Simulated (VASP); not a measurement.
OSZICAR of a VASP run on SiNi (space group Pnma):

**OSZICAR**
```
       N       E                     dE             d eps       ncg     rms          rms(c)
DAV:   1     0.329091551772E+03    0.32909E+03   -0.20213E+04  8880   0.146E+03
DAV:   2    -0.306557779689E+02   -0.35975E+03   -0.34573E+03  8885   0.337E+02
DAV:   3    -0.574102707601E+02   -0.26754E+02   -0.25831E+02  9900   0.111E+02
DAV:   4    -0.583360098363E+02   -0.92574E+00   -0.91913E+00 10795   0.191E+01
DAV:   5    -0.583674284336E+02   -0.31419E-01   -0.31402E-01 11051   0.337E+00    0.346E+01
DAV:   6    -0.702299707984E+02   -0.11863E+02   -0.16262E+02 10364   0.186E+02    0.388E+01
DAV:   7    -0.520090723393E+02    0.18221E+02   -0.53231E+01 10392   0.117E+02    0.681E+00
DAV:   8    -0.523925476823E+02   -0.38348E+00   -0.76507E+00 12736   0.196E+01    0.427E+00
DAV:   9    -0.522476680765E+02    0.14488E+00   -0.73454E-01 10538   0.117E+01    0.117E+00
DAV:  10    -0.522456039233E+02    0.20642E-02   -0.33013E-02 11119   0.180E+00    0.728E-01
DAV:  11    -0.522427590595E+02    0.28449E-02   -0.34527E-03 11642   0.461E-01    0.394E-01
DAV:  12    -0.522422174523E+02    0.54161E-03   -0.12437E-03 11340   0.422E-01    0.170E-01
DAV:  13    -0.522422241519E+02   -0.66996E-05   -0.12484E-04 11416   0.127E-01    0.831E-02
DAV:  14    -0.522421996058E+02    0.24546E-04   -0.52021E-05 12697   0.936E-02    0.280E-02
DAV:  15    -0.522421979872E+02    0.16187E-05   -0.10931E-05 12510   0.237E-02    0.925E-03
DAV:  16    -0.522421975366E+02    0.45052E-06   -0.52036E-07  5200   0.793E-03
   1 F= -.52242198E+02 E0= -.52241597E+02  d E =-.522422E+02  mag=    -0.0001
       N       E                     dE             d eps       ncg     rms          rms(c)
DAV:   1    -0.522490842757E+02   -0.68863E-02   -0.15700E-01  9535   0.255E+00    0.511E-01
DAV:   2    -0.522474577824E+02    0.16265E-02   -0.20873E-02 10487   0.216E+00    0.409E-01
DAV:   3    -0.522452864781E+02    0.21713E-02   -0.98476E-03 10107   0.155E+00    0.223E-01
DAV:   4    -0.522444455071E+02    0.84097E-03   -0.19321E-03 13023   0.481E-01    0.439E-02
DAV:   5    -0.522444556962E+02   -0.10189E-04   -0.39680E-04 10011   0.221E-01    0.201E-02
DAV:   6    -0.522444540064E+02    0.16898E-05   -0.35865E-05 10120   0.759E-02    0.126E-02
DAV:   7    -0.522444529234E+02    0.10830E-05   -0.86171E-06 10725   0.395E-02    0.407E-03
DAV:   8    -0.522444527414E+02    0.18193E-06   -0.13756E-06  4935   0.167E-02
   2 F= -.52244453E+02 E0= -.52243927E+02  d E =-.225520E-02  mag=     0.0000
       N       E                     dE             d eps       ncg     rms          rms(c)
DAV:   1    -0.522495932156E+02   -0.51403E-02   -0.14455E-01  9538   0.245E+00    0.493E-01
DAV:   2    -0.522480987720E+02    0.14944E-02   -0.19480E-02 10477   0.209E+00    0.395E-01
DAV:   3    -0.522460656513E+02    0.20331E-02   -0.91707E-03 10130   0.150E+00    0.215E-01
DAV:   4    -0.522452883913E+02    0.77726E-03   -0.17870E-03 13051   0.463E-01    0.423E-02
DAV:   5    -0.522452977326E+02   -0.93413E-05   -0.36870E-04 10000   0.214E-01    0.194E-02
DAV:   6    -0.522452961309E+02    0.16018E-05   -0.33362E-05 10082   0.731E-02    0.121E-02
DAV:   7    -0.522452951216E+02    0.10093E-05   -0.79177E-06 10599   0.381E-02    0.395E-03
DAV:   8    -0.522452949518E+02    0.16978E-06   -0.13682E-06  4900   0.166E-02
   3 F= -.52245295E+02 E0= -.52244859E+02  d E =-.309742E-02  mag=    -0.0000
       N       E                     dE             d eps       ncg     rms          rms(c)
DAV:   1    -0.522531794759E+02   -0.78844E-02   -0.16276E-01 10878   0.334E+00    0.698E-01
DAV:   2    -0.522568639542E+02   -0.36845E-02   -0.84870E-02 10119   0.439E+00    0.802E-01
DAV:   3    -0.522472421060E+02    0.96218E-02   -0.33461E-02  9950   0.291E+00    0.171E-01
DAV:   4    -0.522468784321E+02    0.36367E-03   -0.21539E-03 11504   0.331E-01    0.607E-02
DAV:   5    -0.522468373535E+02    0.41079E-04   -0.26403E-04 11360   0.208E-01    0.186E-02
DAV:   6    -0.522468375063E+02   -0.15282E-06   -0.33986E-05  9774   0.417E-02    0.601E-03
DAV:   7    -0.522468377204E+02   -0.21405E-06   -0.14420E-06  5896   0.118E-02
   4 F= -.52246838E+02 E0= -.52246484E+02  d E =-.154277E-02  mag=     0.0000
       N       E                     dE             d eps       ncg     rms          rms(c)
DAV:   1    -0.522491836032E+02   -0.23461E-02   -0.51632E-02 10894   0.188E+00    0.394E-01
DAV:   2    -0.522503951417E+02   -0.12115E-02   -0.27104E-02 10129   0.248E+00    0.456E-01
DAV:   3    -0.522472966835E+02    0.30985E-02   -0.10739E-02  9924   0.165E+00    0.962E-02
DAV:   4    -0.522471834093E+02    0.11327E-03   -0.69413E-04 11514   0.186E-01    0.349E-02
DAV:   5    -0.522471695575E+02    0.13852E-04   -0.83645E-05 11345   0.117E-01    0.107E-02
DAV:   6    -0.522471696059E+02   -0.48429E-07   -0.10864E-05  9784   0.228E-02    0.339E-03
DAV:   7    -0.522471697178E+02   -0.11192E-06   -0.42555E-07  4835   0.632E-03
   5 F= -.52247170E+02 E0= -.52246838E+02  d E =-.187477E-02  mag=     0.0000
       N       E                     dE             d eps       ncg     rms          rms(c)
DAV:   1    -0.522581080313E+02   -0.10938E-01   -0.16377E-01 10884   0.423E+00    0.932E-01
DAV:   2    -0.522672670554E+02   -0.91590E-02   -0.16320E-01 10058   0.614E+00    0.111E+00
DAV:   3    -0.522482378264E+02    0.19029E-01   -0.63768E-02  9892   0.404E+00    0.176E-01
DAV:   4    -0.522480220742E+02    0.21575E-03   -0.36200E-03 10069   0.341E-01    0.924E-02
DAV:   5    -0.522479066389E+02    0.11544E-03   -0.34853E-04 11564   0.256E-01    0.302E-02
DAV:   6    -0.522479030154E+02    0.36235E-05   -0.55595E-05 12997   0.473E-02    0.860E-03
DAV:   7    -0.522479028847E+02    0.13071E-06   -0.38174E-06  8582   0.146E-02
   6 F= -.52247903E+02 E0= -.52247588E+02  d E =-.733167E-03  mag=    -0.0000
       N       E                     dE             d eps       ncg     rms          rms(c)
DAV:   1    -0.522480949538E+02   -0.19194E-03   -0.27879E-03 10908   0.554E-01    0.122E-01
DAV:   2    -0.522482523815E+02   -0.15743E-03   -0.28595E-03 10018   0.812E-01    0.147E-01
DAV:   3    -0.522479214712E+02    0.33091E-03   -0.11132E-03  9860   0.532E-01    0.233E-02
DAV:   4    -0.522479164724E+02    0.49988E-05   -0.58414E-05  9903   0.446E-02    0.112E-02
DAV:   5    -0.522479146850E+02    0.17874E-05   -0.54719E-06  9480   0.323E-02    0.343E-03
DAV:   6    -0.522479146432E+02    0.41757E-07   -0.88694E-07  4898   0.603E-03
   7 F= -.52247915E+02 E0= -.52247597E+02  d E =-.744925E-03  mag=    -0.0000
```

Q: Which electronic solver shows in the log?

A: It is blocked Davidson (ALGO = Normal, or the opening steps of other solvers). The INCAR had ALGO = Normal.

Q: How was spin treated?

A: Collinear spin (ISPIN = 2): the summary line carries one mag value, 0.00 μB in the cell.

Q: Can the final energy be trusted as converged?

A: The run converged. It stopped with EDIFF = 1E-6, NELM = 100, NSW = 60 and EDIFFG = -0.02 after 7 ionic steps (PBEsol GGA, plane waves, VASP's PBE PAW potentials (set 64)).

The structure comes from a measured SiNi entry (Pnma) of the Crystallography Open Database, whose conditions weren't checked. This run relaxes it. Symmetry was kept, so distortions that lower it aren't found. The start is the result of an earlier pass.
